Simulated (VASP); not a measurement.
Consider the following.

```
CELL_PARAMETERS angstrom
      1.55285    -2.68961     0.00000
      1.55285     2.68961     0.00000
      0.00000     0.00000     4.97388
ATOMIC_POSITIONS crystal
  Al 0.66667 0.33333 0.50007
  Al 0.33333 0.66667 0.00007
  N  0.66667 0.33333 0.88193
  N  0.33333 0.66667 0.38193
```

Calculation: r2SCAN meta-GGA, VASP's PBE PAW potentials (set 64) (plane waves; VASP). Numerical set-up: 600 eV cut-off, 8×8×4 Γ-centred mesh, Gaussian smearing of 0.050 eV, potentials Al N.

Task: What does the run give for the energy per atom (σ→0)?

Result: 
| Property | Value |
|---|---|
| energy per atom (σ→0) | -927.6 kJ/mol-atom |

Only differences to runs with the same potentials and settings are physical.

The compound is AlN in the wurtzite structure. It was relaxed first.
